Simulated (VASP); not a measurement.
Computed with PBEsol GGA, VASP's PBE PAW potentials (set 64) (plane waves; VASP).

VASP ran on this input.

### POSCAR
```
Ho
1.0
  1.6557295454  -2.8678077693   0.0000000000
  1.6557295454   2.8678077693   0.0000000000
  0.0000000000   0.0000000000   5.2442266843
Ho
2
Direct
  0.3333330000   0.6666670000   0.2500000000
  0.6666670000   0.3333330000   0.7500000000
```

INCAR:
```
! general
SYSTEM  = Ho
PREC    = Accurate
ENCUT   = 480
LREAL   = F
LASPH   = T

! electronic loop
EDIFF   = 1E-7
NELM    = 100
ALGO    = Normal
LMAXMIX = 6

! smearing
ISMEAR  = 1
SIGMA   = 0.1

! functional
GGA     = PS

! ions
IBRION  = 2
NSW     = 40
ISIF    = 3
EDIFFG  = -0.01
PSTRESS = 100

! output
LWAVE   = F
LCHARG  = F
```

File KPOINTS:
```
Automatic mesh
0
Gamma
12 12 6
0 0 0
```

POTCAR, in this order: Ho_3 (PBE.64 set). Program: vasp_std.

Output

### OSZICAR
```
       N       E                     dE             d eps       ncg     rms          rms(c)
DAV:   1     0.828796235729E+02    0.82880E+02   -0.82073E+03  2240   0.128E+03
DAV:   2    -0.465008979783E+01   -0.87530E+02   -0.85718E+02  2871   0.536E+02
DAV:   3    -0.937940200511E+01   -0.47293E+01   -0.44231E+01  3221   0.968E+01
DAV:   4    -0.958496175942E+01   -0.20556E+00   -0.19853E+00  3329   0.121E+01
DAV:   5    -0.958921171713E+01   -0.42500E-02   -0.41971E-02  3181   0.183E+00    0.278E+01
DAV:   6    -0.959957128137E+01   -0.10360E-01   -0.23710E-02  3304   0.232E+00    0.165E+01
DAV:   7    -0.961518008183E+01   -0.15609E-01   -0.41197E-02  3104   0.316E+00    0.419E-01
DAV:   8    -0.961490408519E+01    0.27600E-03   -0.21780E-03  2886   0.535E-01    0.786E-02
DAV:   9    -0.961490986233E+01   -0.57771E-05   -0.15990E-04  3329   0.161E-01    0.260E-02
DAV:  10    -0.961490519629E+01    0.46660E-05   -0.13066E-05  3302   0.383E-02    0.223E-02
DAV:  11    -0.961490531965E+01   -0.12336E-06   -0.49982E-07  2719   0.803E-03    0.258E-03
DAV:  12    -0.961490535223E+01   -0.32583E-07   -0.36434E-08  1703   0.311E-03
   1 F= -.65064810E+01 E0= -.65059348E+01  d E =-.650648E+01
```

OUTCAR:
```
------------------------ aborting loop because EDIFF is reached ----------------------------------------
  FORCE on cell =-STRESS in cart. coord.  units (eV):
  Direction    XX          YY          ZZ          XY          YZ          ZX
  --------------------------------------------------------------------------------------
  Total        3.1093815      3.1093816      3.1053434      0.0000000     -0.0000000     -0.0000000
  in kB      100.0307908    100.0307959     99.9008832      0.0000000     -0.0000000     -0.0000000
  external PRESSURE =      -0.0125100 kB  Pullay stress =     100.0000000 kB
  volume of cell :       49.80
      direct lattice vectors                 reciprocal lattice vectors
     1.655729545 -2.867807769  0.000000000     0.301981686 -0.174349203  0.000000000
     1.655729545  2.867807769  0.000000000     0.301981686  0.174349203  0.000000000
     0.000000000  0.000000000  5.244226684     0.000000000  0.000000000  0.190685884
 POSITION                                       TOTAL-FORCE (eV/Angst)
 -----------------------------------------------------------------------------------
      1.65573      0.95594      1.31106        -0.000000      0.000000      0.000000
      1.65573     -0.95594      3.93317         0.000000     -0.000000      0.000000
 -----------------------------------------------------------------------------------
    total drift:                                0.000000      0.000072     -0.000011
  FREE ENERGIE OF THE ION-ELECTRON SYSTEM (eV)
  ---------------------------------------------------
  free  energy   TOTEN  =        -9.6149053522 eV

  energy  without entropy=       -9.6132669388  energy(sigma->0) =       -9.61435921
  enthalpy is  TOTEN    =        -6.5064809847 eV   P V=        3.1084243675

 reached required accuracy - stopping structural energy minimisation
```
(Selected blocks of OUTCAR.)

The 4f electrons are frozen in the core of the lanthanide potential, so 4f levels, which can set the real gap, and their magnetism are missing.

The compound is Ho in the hcp structure. It was relaxed first under an external pressure of 10 GPa.
